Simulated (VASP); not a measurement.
Consider the following.

```yaml
crystal:
  lattice:
    - [-1.63792, 1.63792, 4.06684]
    - [1.63792, -1.63792, 4.06684]
    - [1.63792, 1.63792, -4.06684]
  atoms:
    - { symbol: Ge, position: [0.66207, 0.66207, 0.00000] }
    - { symbol: Ge, position: [0.33793, 0.33793, 0.00000] }
    - { symbol: Mo, position: [0.00000, 0.00000, 0.00000] }
```

Method: LDA (Ceperley-Alder, Perdew-Zunger), VASP's LDA PAW potentials (set 64) (plane waves; VASP 6.6.1). Settings: 400 eV cut-off, Gaussian smearing of 0.050 eV, potentials Ge_d Mo_sv.

Problem. Estimate the band gap (along the path) with the smallest direct gap where there is one.

Solution. 
- band gap (along the path) = none (metal, semimetal or under 0.01 eV)

Only differences to runs with the same potentials and settings are physical.

The structure comes from a computed database's Ge2Mo entry (I4/mmm); how it stands against other phases isn't given here. It was relaxed first.
